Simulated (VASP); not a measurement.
# ZrB2 with r2SCAN: from relaxation to properties, part 2 of 5

Wanted: the relaxed cell of ZrB2 and its properties. The start is a cell from a database of measured crystal structures.

VASP 6.6.1, plane waves and PAW; the level of theory is named at each step.

Still holding for the runs below: The k-mesh is coarse for a metal.

So far. Step 2 (Full relaxation (r2SCAN)): It ends with forces that vanish by symmetry and a pressure of 0.02 GPa. The volume lies +0.4 % from that of the database's start.

## (3) Single point with fields (r2SCAN)

Level of this step: r2SCAN; plane waves and PAW (Zr_sv, B) (VASP).

The relaxed cell gets a fresh self-consistent run, on a basis set for its own volume, to fix the density and to check the remaining stress.

File INCAR:

```
SYSTEM = ZrB2
PREC = Accurate
ENCUT = 420
EDIFF = 1E-06
NELM = 100
ISMEAR = 0
SIGMA = 0.05
LREAL = .FALSE.
ALGO = Normal
METAGGA = R2SCAN
LASPH = .TRUE.
NBANDS = 15
LORBIT = 11
LWAVE = .FALSE.
LCHARG = .TRUE.
ISIF = 2
LELF = .TRUE.
LVHAR = .TRUE.
```

File POSCAR:

```
ZrB2
1.0
    3.1690453248      0.0000000000      0.0000000000
   -1.5845226624      2.7444737571      0.0000000000
    0.0000000000      0.0000000000      3.5490419465
Zr B
1 2
Direct
    0.0000000000      0.0000000000      0.0000000000
    0.3333333333      0.6666666667      0.5000000000
    0.6666666667      0.3333333333      0.5000000000
```

File KPOINTS:

```
Automatic mesh
0
Gamma
7 7 6
0 0 0
```

Potentials, in the order of the species: Zr_sv and B (PBE family, release 64).

Launch:

```console
$ mpirun -np 2 vasp_std
```

The program printed:

```text
[banner, memory and clock lines left out]
running    2 mpi-ranks, on    1 nodes
 distrk:  each k-point on    2 cores,    1 groups
 distr:  one band on    1 cores,    2 groups

 POSCAR found type information on POSCAR ZrB
 POSCAR found :  2 types and       3 ions
 [... a notice as in an earlier step ...]

 LDA part: xc-table for (None), standard interpolation
|                                                                             |
|           W    W    AA    RRRRR   N    N  II  N    N   GGGG   !!!           |
|           W    W   A  A   R    R  NN   N  II  NN   N  G    G  !!!           |
|           W    W  A    A  R    R  N N  N  II  N N  N  G       !!!           |
|           W WW W  AAAAAA  RRRRR   N  N N  II  N  N N  G  GGG   !            |
|           WW  WW  A    A  R   R   N   NN  II  N   NN  G    G                |
|           W    W  A    A  R    R  N    N  II  N    N   GGGG   !!!           |
|                                                                             |
|     The number of bands has been changed from the values supplied in        |
|     The orbitals not found in the WAVECAR file will be initialized with     |
|     random numbers, which is usually adequate. For correlated               |
|     calculations, however, you should redo the groundstate calculation.     |
|     I found NBANDS = 15. Now, NBANDS = 16.                                  |
|                                                                             |

 POSCAR, INCAR and KPOINTS ok, starting setup
 FFT: planning ... GRIDC
 FFT: planning ... GRID_SOFT
 FFT: planning ... GRID
 WAVECAR not read
 entering main loop
       N       E                     dE             d eps       ncg     rms          rms(c)
DAV:   1     0.638019244915E+02    0.63802E+02   -0.87011E+03  1040   0.968E+02
DAV:   2    -0.460883856709E+02   -0.10989E+03   -0.10541E+03  1336   0.270E+02
DAV:   3    -0.494014508431E+02   -0.33131E+01   -0.32927E+01  1568   0.396E+01
DAV:   4    -0.494411394636E+02   -0.39689E-01   -0.39673E-01  1240   0.425E+00
DAV:   5    -0.494423013164E+02   -0.11619E-02   -0.11618E-02  1496   0.436E-01    0.232E+01
DAV:   6    -0.406777583870E+02    0.87645E+01   -0.63310E+00  1384   0.197E+01    0.728E+00
DAV:   7    -0.406091123362E+02    0.68646E-01   -0.71123E-01  1312   0.623E+00    0.184E+00
DAV:   8    -0.406212979295E+02   -0.12186E-01   -0.42413E-02  1192   0.166E+00    0.115E+00
DAV:   9    -0.406272855544E+02   -0.59876E-02   -0.89785E-03  1416   0.884E-01    0.911E-02
DAV:  10    -0.406275687701E+02   -0.28322E-03   -0.46275E-04  1256   0.159E-01    0.522E-02
DAV:  11    -0.406276200029E+02   -0.51233E-04   -0.67212E-05  1280   0.777E-02    0.115E-02
DAV:  12    -0.406276201794E+02   -0.17642E-06   -0.14085E-06  1008   0.103E-02
   1 F= -.40627620E+02 E0= -.40627331E+02  d E =-.578308E-03
```

Wall time 19 s (2 MPI ranks of Intel Xeon Platinum 8259CL at 2.50GHz (Skylake/Cascade Lake), shared host); peak memory 0.23 GiB.

OUTCAR, selected parts (step 3):

```text
  LATTYP: Found a hexagonal cell.
 ALAT       =     3.1690453248
 C/A-ratio  =     1.1199088630

The static configuration has the point symmetry D_6h.

 Found     32 irreducible k-points:

   k-points           NKPTS =     32   k-points in BZ     NKDIM =     32   number of bands    NBANDS=     16

   ENCUT  =  420.0 eV  30.87 Ry    5.56 a.u.   5.30  5.30  5.93*2*pi/ulx,y,z

   NELECT =      18.0000    total number of electrons

 E-fermi :  10.3660

 k-point     1 :       0.0000    0.0000    0.0000
  band No.  band energies     occupation
    ...
      5      -3.0282      2.00000
      6       7.8545      2.00000
      7       7.8545      2.00000
      8       7.9148      2.00000
      9       7.9480      2.00000
     10      14.2058      0.00000
     11      14.2058      0.00000
     12      14.9746      0.00000
     13      14.9746      0.00000
     14      15.5726      0.00000
    ...

 k-point     2 :       0.1429   -0.0000    0.0000
  band No.  band energies     occupation
    ...
      5      -2.6036      2.00000
      6       6.6736      2.00000
      7       7.5615      2.00000
      8       7.8241      2.00000
      9       8.2815      2.00000
     10      13.3574      0.00000
     11      13.9512      0.00000
     12      14.1335      0.00000
     13      14.6853      0.00000
     14      16.9067      0.00000
    ...

  Total       -0.0030017     -0.0030017      0.0051606      0.0000000      0.0000000      0.0000000
  in kB       -0.1558026     -0.1558026      0.2678613      0.0000000      0.0000000      0.0000000
  external PRESSURE =      -0.0145813 kB  Pullay stress =       0.0000000 kB

  energy-cutoff  :      420.00
  volume of cell :       30.87
      direct lattice vectors                 reciprocal lattice vectors
     3.169045325  0.000000000  0.000000000     0.315552445  0.182184289  0.000000000
    -1.584522662  2.744473757  0.000000000     0.000000000  0.364368578  0.000000000
     0.000000000  0.000000000  3.549041947     0.000000000  0.000000000  0.281766182

 POSITION                                       TOTAL-FORCE (eV/Angst)
 -----------------------------------------------------------------------------------
      0.00000      0.00000      0.00000        -0.000000      0.000000      0.000000
     -0.00000      1.82965      1.77452        -0.000000      0.000000      0.000000
      1.58452      0.91482      1.77452         0.000000     -0.000000      0.000000
 -----------------------------------------------------------------------------------
    total drift:                               -0.000000      0.000000      0.000000

  FREE ENERGIE OF THE ION-ELECTRON SYSTEM (eV)
  ---------------------------------------------------
  free  energy   TOTEN  =       -40.6276201794 eV

  energy  without entropy=      -40.6270418710  energy(sigma->0) =      -40.62733103

[... 3 parts as in an earlier step ...]

[... 7 further parts left out ...]
```

Numbers from this step:

```
SCF cycles : 12
bands      : 16
pressure   : -0.001458 GPa
```

Valence electrons inside each PAW sphere by angular momentum. Sphere charges, by row:

| atom | s (e) | p (e) | d (e) | tot (e) |
| --- | --- | --- | --- | --- |
| Zr1 | 2.164 | 6.034 | 1.727 | 9.924 |
| B2 | 0.68 | 1.237 | 0 | 1.917 |
| B3 | 0.68 | 1.237 | 0 | 1.917 |

ELF in the ab plane at fractional z = 0.500, with atoms of B within 0.2 Å of it. It is the smooth field of the valence electrons, not physical close to the nuclei.

Values, 16 rows by 16 columns:
```
0.17 0.21 0.31 0.46 0.60 0.72 0.79 0.83 0.83 0.80 0.72 0.60 0.46 0.31 0.21 0.17
0.23 0.31 0.42 0.54 0.62 0.67 0.69 0.69 0.68 0.67 0.62 0.54 0.42 0.31 0.23 0.21
0.37 0.46 0.54 0.57 0.53 0.43 0.35 0.35 0.43 0.53 0.57 0.54 0.46 0.37 0.31 0.31
0.53 0.60 0.62 0.53 0.31 0.11 0.05 0.10 0.31 0.53 0.62 0.60 0.53 0.46 0.42 0.46
0.68 0.72 0.67 0.43 0.11 0.01 0.02 0.11 0.43 0.67 0.72 0.68 0.60 0.54 0.54 0.60
0.79 0.79 0.69 0.35 0.05 0.02 0.05 0.35 0.69 0.80 0.79 0.72 0.62 0.57 0.62 0.72
0.85 0.83 0.69 0.35 0.10 0.11 0.35 0.69 0.83 0.85 0.80 0.67 0.53 0.53 0.67 0.80
0.87 0.83 0.68 0.43 0.31 0.43 0.69 0.83 0.87 0.83 0.69 0.43 0.31 0.43 0.68 0.83
0.85 0.80 0.67 0.53 0.53 0.67 0.80 0.85 0.83 0.69 0.35 0.11 0.10 0.35 0.69 0.83
0.79 0.72 0.62 0.57 0.62 0.72 0.79 0.80 0.69 0.35 0.05 0.02 0.05 0.35 0.69 0.79
0.68 0.60 0.54 0.54 0.60 0.68 0.72 0.67 0.43 0.11 0.02 0.01 0.11 0.43 0.67 0.72
0.53 0.46 0.42 0.46 0.53 0.60 0.62 0.53 0.31 0.10 0.05 0.11 0.31 0.53 0.62 0.60
0.37 0.31 0.31 0.37 0.46 0.54 0.57 0.53 0.43 0.35 0.35 0.43 0.53 0.57 0.54 0.46
0.23 0.21 0.23 0.31 0.42 0.54 0.62 0.67 0.68 0.69 0.69 0.67 0.62 0.54 0.42 0.31
0.17 0.17 0.21 0.31 0.46 0.60 0.72 0.80 0.83 0.83 0.79 0.72 0.60 0.46 0.31 0.21
0.15 0.17 0.23 0.37 0.53 0.68 0.79 0.85 0.87 0.85 0.79 0.68 0.53 0.37 0.23 0.17
```
Columns run along a (3.2 Å), rows up along b (3.2 Å). Atoms in or near the plane, at fractional coordinates: B at (0.33, 0.67), B at (0.67, 0.33).

Electrostatic potential energy in the ab plane at fractional z = 0.500, with atoms of B within 0.2 Å of it. With pseudopotentials it is smooth inside the atoms' cores, unlike the true potential.

Values in eV, 16 rows by 16 columns:
```
  0   0   0   0  -2  -3  -7 -11 -11  -7  -4  -2   0   0   0   0
  0   0   0  -2  -5 -15 -25 -28 -25 -15  -5  -2   0   0   0   0
  0   0  -2  -6 -21 -32 -30 -30 -32 -22  -6  -2   0   0   0   0
  0  -2  -5 -21 -32 -16  -3 -16 -32 -21  -5  -2   0   0   0   0
 -2  -3 -15 -32 -16   0   0 -16 -32 -15  -3  -2  -2  -2  -2  -2
 -4  -7 -25 -30  -3   0  -2 -30 -25  -7  -4  -3  -5  -6  -5  -4
 -5 -11 -28 -30 -16 -16 -30 -28 -11  -5  -7 -15 -21 -22 -15  -7
 -5 -11 -25 -32 -32 -32 -25 -11  -5 -11 -25 -32 -32 -32 -25 -11
 -5  -7 -15 -22 -21 -15  -7  -5 -11 -28 -30 -16 -16 -30 -28 -11
 -4  -4  -5  -6  -5  -3  -4  -7 -25 -30  -2   0  -3 -30 -25  -7
 -2  -2  -2  -2  -2  -2  -3 -15 -32 -16   0   0 -16 -32 -15  -3
  0   0   0   0   0  -2  -5 -21 -32 -16  -3 -16 -32 -21  -5  -2
  0   0   0   0   0  -2  -6 -22 -32 -30 -30 -32 -21  -6  -2   0
  0   0   0   0   0  -2  -5 -15 -25 -28 -25 -15  -5  -2   0   0
  0   0   0   0   0  -2  -4  -7 -11 -11  -7  -3  -2   0   0   0
  0   0   0   0   0  -2  -4  -5  -5  -5  -4  -2   0   0   0   0
```
Columns run along a (3.2 Å; values clipped at the 3rd and 97th percentile), rows up along b (3.2 Å). Atoms in or near the plane, at fractional coordinates: B at (0.33, 0.67), B at (0.67, 0.33).

Valence density in the ab plane at fractional z = 0.500, with atoms of B within 0.2 Å of it. It is the smooth field of the valence electrons, not physical close to the nuclei.

Ten even steps from '0' (0.14 e/Å³) to '9' (0.79 e/Å³):
```
0012357997532100
0113579997531100
1235788887532111
2357765677532212
4578633687543333
6798535897655555
8998668998777777
9998789999987899
8777777899866899
6555556798535897
4333345786336875
2212235776567753
1111235788887532
0001135799975311
0001235799753210
0001246898642100
```
Columns run along a (3.2 Å), rows up along b (3.2 Å). Atoms in or near the plane, at fractional coordinates: B at (0.33, 0.67), B at (0.67, 0.33).

In this run the pressure is 0.00 GPa, small enough to go on; single stress components reach 0.03 GPa.

## (4) Band structure (r2SCAN)

Levels along the symmetry lines show where the bands peak and cross; KPOINTS_OPT computes them in the converged potential.

File INCAR:

```
SYSTEM = ZrB2
PREC = Accurate
ENCUT = 420
EDIFF = 1E-06
NELM = 100
ISMEAR = 0
SIGMA = 0.05
LREAL = .FALSE.
ALGO = Normal
METAGGA = R2SCAN
LASPH = .TRUE.
NBANDS = 22
LORBIT = 11
LWAVE = .FALSE.
LCHARG = .FALSE.
KPAR = 2
```

POSCAR is that of step 3.

KPOINTS is that of step 3.

File KPOINTS_OPT:

```
Line mode
16
Line-mode
Reciprocal
  0.00000000   0.00000000   0.00000000 GAMMA
  0.50000000   0.00000000   0.00000000 M

  0.50000000   0.00000000   0.00000000 M
  0.33333333   0.33333333   0.00000000 K

  0.33333333   0.33333333   0.00000000 K
  0.00000000   0.00000000   0.00000000 GAMMA

  0.00000000   0.00000000   0.00000000 GAMMA
  0.00000000   0.00000000   0.50000000 A

  0.00000000   0.00000000   0.50000000 A
  0.50000000   0.00000000   0.50000000 L

  0.50000000   0.00000000   0.50000000 L
  0.33333333   0.33333333   0.50000000 H

  0.33333333   0.33333333   0.50000000 H
  0.00000000   0.00000000   0.50000000 A

  0.50000000   0.00000000   0.50000000 L
  0.50000000   0.00000000   0.00000000 M

  0.33333333   0.33333333   0.00000000 K
  0.33333333   0.33333333   0.50000000 H
```

Launch:

```console
$ mpirun -np 2 vasp_std
```

The program printed:

```text
[banner, memory and clock lines left out]
running    2 mpi-ranks, on    1 nodes
 distrk:  each k-point on    1 cores,    2 groups
 distr:  one band on    1 cores,    1 groups

 POSCAR found type information on POSCAR ZrB
 POSCAR found :  2 types and       3 ions
 [... a notice as in an earlier step ...]

 LDA part: xc-table for (None), standard interpolation
 POSCAR, INCAR and KPOINTS ok, starting setup
 FFT: planning ... GRIDC
 FFT: planning ... GRID_SOFT
 FFT: planning ... GRID
 WAVECAR not read
 entering main loop
       N       E                     dE             d eps       ncg     rms          rms(c)
DAV:   1     0.680503415360E+02    0.68050E+02   -0.83272E+03  1416   0.718E+02
DAV:   2    -0.455883459088E+02   -0.11364E+03   -0.10897E+03  1688   0.222E+02
DAV:   3    -0.493928500833E+02   -0.38045E+01   -0.37381E+01  1958   0.332E+01
DAV:   4    -0.494414297615E+02   -0.48580E-01   -0.48557E-01  1618   0.358E+00
DAV:   5    -0.494422890418E+02   -0.85928E-03   -0.85927E-03  1766   0.362E-01    0.232E+01
DAV:   6    -0.406805606616E+02    0.87617E+01   -0.44870E+00  1838   0.143E+01    0.711E+00
DAV:   7    -0.406111377176E+02    0.69423E-01   -0.48759E-01  1580   0.454E+00    0.191E+00
DAV:   8    -0.406205212096E+02   -0.93835E-02   -0.25568E-02  1598   0.114E+00    0.135E+00
DAV:   9    -0.406274071758E+02   -0.68860E-02   -0.97916E-03  1608   0.737E-01    0.141E-01
DAV:  10    -0.406275433544E+02   -0.13618E-03   -0.31497E-04  1610   0.108E-01    0.409E-02
DAV:  11    -0.406276200411E+02   -0.76687E-04   -0.94787E-05  1536   0.723E-02    0.255E-02
DAV:  12    -0.406276200308E+02    0.10351E-07   -0.14440E-06  1610   0.873E-03
   1 F= -.40627620E+02 E0= -.40627331E+02  d E =-.578317E-03
 Start KPOINTS_OPT (optional k-point list driver)
k-point batch [1-32\144]
       N       E                     dE             ncg
DAV:   1    -0.295688470309E+03   -0.14755E+05     1408
DAV:   2    -0.410997694510E+04   -0.38143E+04     1734
DAV:   3    -0.422498211767E+04   -0.11501E+03     1942
DAV:   4    -0.422657788117E+04   -0.15958E+01     1618
DAV:   5    -0.422660117202E+04   -0.23291E-01     1772
DAV:   6    -0.422660166686E+04   -0.49484E-03     1606
DAV:   7    -0.422660168223E+04   -0.15370E-04     1482
DAV:   8    -0.422660168270E+04   -0.46773E-06     1056
[...]
k-point batch [129-144\144]
       N       E                     dE             ncg
DAV:   1     0.103084487170E+05   -0.11384E+05      712
DAV:   2     0.844443186801E+04   -0.18640E+04      862
DAV:   3     0.839251577764E+04   -0.51916E+02      994
DAV:   4     0.839146896102E+04   -0.10468E+01      812
DAV:   5     0.839145188875E+04   -0.17072E-01     1004
DAV:   6     0.839145143672E+04   -0.45203E-03      800
DAV:   7     0.839145142341E+04   -0.13314E-04      820
DAV:   8     0.839145142290E+04   -0.50666E-06      586
```

Run time: 53 s. Hardware: 2 MPI ranks; peak memory 0.3 GiB.

From OUTCAR (step 4):

```text
The static configuration has the point symmetry D_6h.

 Found     32 irreducible k-points:

   k-points           NKPTS =     32   k-points in BZ     NKDIM =     32   number of bands    NBANDS=     22

   NELECT =      18.0000    total number of electrons

 E-fermi :  10.3660

 k-point     1 :       0.0000    0.0000    0.0000
  band No.  band energies     occupation
    ...
      5      -3.0283      2.00000
      6       7.8544      2.00000
      7       7.8544      2.00000
      8       7.9149      2.00000
      9       7.9479      2.00000
     10      14.2059      0.00000
     11      14.2059      0.00000
     12      14.9746      0.00000
     13      14.9746      0.00000
     14      15.5726      0.00000
    ...

 k-point     2 :       0.1429   -0.0000    0.0000
  band No.  band energies     occupation
    ...
      5      -2.6037      2.00000
      6       6.6735      2.00000
      7       7.5615      2.00000
      8       7.8240      2.00000
      9       8.2816      2.00000
     10      13.3573      0.00000
     11      13.9513      0.00000
     12      14.1334      0.00000
     13      14.6853      0.00000
     14      16.9066      0.00000
    ...

  Total       -0.0028978     -0.0028978      0.0053532      0.0000000      0.0000000      0.0000000
  in kB       -0.1504110     -0.1504110      0.2778594      0.0000000      0.0000000      0.0000000
  external PRESSURE =      -0.0076542 kB  Pullay stress =       0.0000000 kB

 POSITION                                       TOTAL-FORCE (eV/Angst)
 -----------------------------------------------------------------------------------
      0.00000      0.00000      0.00000         0.000000      0.000000      0.000000
     -0.00000      1.82965      1.77452        -0.000000      0.000000      0.000000
      1.58452      0.91482      1.77452        -0.000000      0.000000      0.000000
 -----------------------------------------------------------------------------------
    total drift:                               -0.000000      0.000000      0.000000

  FREE ENERGIE OF THE ION-ELECTRON SYSTEM (eV)
  ---------------------------------------------------
  free  energy   TOTEN  =       -40.6276200308 eV

  energy  without entropy=      -40.6270417142  energy(sigma->0) =      -40.62733087

[... 8 parts as in an earlier step ...]

[... 5 further parts left out ...]
```

This step gave:

- bands: 22
- pressure: -7.65e-4 GPa

Electronic bands along the path, in eV, zero at the Fermi level; # counts the bands kept in this run, so #1 is VASP's band 5:

| point | #2 | #3 | #4 | #5 | #6 | #7 | #8 | #9 |
| --- | --- | --- | --- | --- | --- | --- | --- | --- |
| Γ | -2.51 | -2.51 | -2.45 | -2.42 | 3.84 | 3.84 | 4.61 | 4.61 |
| 0.53 of the way | -5.58 | -3.38 | -2.72 | -1.86 | 2.53 | 3.14 | 3.88 | 3.97 |
| M | -9.00 | -3.92 | -3.05 | -2.54 | 2.50 | 2.67 | 5.39 | 5.45 |
| 0.53 of the way | -8.77 | -5.33 | -3.48 | -0.54 | -0.34 | 3.33 | 4.80 | 6.42 |
| K | -8.19 | -7.03 | -2.39 | -2.39 | 1.83 | 1.83 | 3.62 | 9.15 |
| 0.47 of the way | -5.81 | -4.03 | -3.43 | -0.71 | 1.39 | 1.60 | 4.93 | 6.36 |
| Γ | -2.51 | -2.51 | -2.45 | -2.42 | 3.84 | 3.84 | 4.61 | 4.61 |
| 0.53 of the way | -5.54 | -1.84 | -1.84 | 0.49 | 1.52 | 1.52 | 2.83 | 2.83 |
| A | -7.18 | -0.80 | -0.80 | 0.64 | 0.64 | 1.09 | 1.09 | 2.13 |
| 0.53 of the way | -5.36 | -5.12 | -3.63 | -1.60 | 3.04 | 3.12 | 3.16 | 4.91 |
| L | -7.33 | -4.63 | -4.14 | -2.04 | 4.13 | 4.44 | 5.76 | 6.65 |
| 0.47 of the way | -7.83 | -4.86 | -3.61 | -2.25 | 4.26 | 5.46 | 6.04 | 6.67 |
| H | -9.14 | -5.06 | -2.68 | -2.68 | 4.49 | 6.46 | 6.46 | 7.05 |
| 0.47 of the way | -5.77 | -4.80 | -4.14 | -2.01 | 3.05 | 4.05 | 4.16 | 5.14 |
| A | -7.18 | -0.80 | -0.80 | 0.64 | 0.64 | 1.09 | 1.09 | 2.13 |
| jump to L | -7.33 | -4.63 | -4.14 | -2.04 | 4.13 | 4.44 | 5.76 | 6.65 |
| 0.47 of the way | -8.39 | -4.04 | -3.02 | -2.79 | 1.88 | 4.81 | 5.59 | 6.77 |
| M | -9.00 | -3.92 | -3.05 | -2.54 | 2.50 | 2.67 | 5.39 | 5.45 |
| jump to K | -8.19 | -7.03 | -2.39 | -2.39 | 1.83 | 1.83 | 3.62 | 9.15 |
| 0.47 of the way | -8.64 | -6.23 | -2.59 | -2.59 | 3.58 | 3.58 | 4.01 | 8.12 |
| H | -9.14 | -5.06 | -2.68 | -2.68 | 4.49 | 6.46 | 6.46 | 7.05 |

Of the projections kept (Zr, B), the largest for each band there, as a share of the weight inside these atoms' spheres; weight between the spheres isn't counted:

| point | #2 | #3 | #4 | #5 | #6 | #7 | #8 | #9 |
| --- | --- | --- | --- | --- | --- | --- | --- | --- |
| Γ | B 0.62 | B 0.62 | Zr 0.98 | B 0.85 | Zr 1.00 | Zr 1.00 | Zr 0.66 | Zr 0.66 |
| M | B 0.90 | Zr 0.57 | B 0.96 | Zr 0.87 | B 0.94 | Zr 1.00 | Zr 0.96 | Zr 0.81 |
| K | B 0.86 | B 0.72 | Zr 0.59 | Zr 0.59 | Zr 0.81 | Zr 0.81 | Zr 0.86 | Zr 0.62 |
| Γ | B 0.62 | B 0.62 | Zr 0.98 | B 0.85 | Zr 1.00 | Zr 1.00 | Zr 0.66 | Zr 0.66 |
| A | B 0.51 | B 1.00 | B 1.00 | Zr 0.79 | Zr 0.79 | Zr 1.00 | Zr 1.00 | Zr 0.88 |
| L | B 0.91 | B 0.71 | Zr 0.73 | B 0.72 | Zr 0.96 | B 0.91 | Zr 1.00 | Zr 0.80 |

The electronic bands as a text plot (rows in eV, shown from -8.0 to 5.6 only):

```
    5.3 |*     ***     * *  ******    * *       **    * ****   *
    4.7 |     *  **  *  * * *          *  *  *  *       *       *
    4.2 |*****   * *     * * *       *  ***** ** **          ***
    3.6 |******     *     *****       **        *     *  *  *
    3.0 |   *** * *       *    *    **           **       *  *
    2.5 |  **  *   *     *    *    ***            ***  *   **
    1.9 |       *   *    *      *****              * *  ***
    1.3 |            ****      *****                **
    0.8 |        * *  **         **                 **
    0.2 |                      *   *
   -0.4 |         *   **      *     *              *
   -0.9 |               *        **                  *
   -1.5 |        * * *   *   *  *    *            * *
   -2.1 | *****           **  **   *  ******     *    **
   -2.6 |***** **   *     ****      *       *****  *    *********
   -3.2 | *** ***  * ** **   *      **      *  *  **    ****
   -3.8 |  * ******    ** *           *   **    *     ** ***
   -4.3 |        *     *      *      * ***       **   ***
   -4.9 |   *            *            *  *********              *
   -5.5 |         *   *        *     **           *            *
   -6.0 |    *         **       *                *            *
   -6.6 |          * *              *  *           *        **
   -7.2 |     *     * *          ***    **      *   **
   -7.7 |            *                    **   *      **
         Γ      M   K       Γ     A      L   H      A|L   M|K   H
```

There is no gap at this level.

Of the bands kept, 2 cross the Fermi level on this path.

(Continued in part 3 of 5.)

[Lines on the potential files, build, host, timing and source positions are cut from VASP's logs without a mark.]

[Logs are printed without paths, hosts, clocks, repeated set-up lines and the standing remarks that a program may print on its own settings, such as how far it seeks lower states.]

[Hosts, paths, dates, database ids (printed as entryN), source tags and the programs' standing remarks are cut or masked in the printed files.]

[A measured line is paired with the nearest computed mode of its activity, which favours agreement.]

[In band tables of VASP the shares of atoms and orbitals are scaled to a sum of 1 inside the atoms' spheres.]
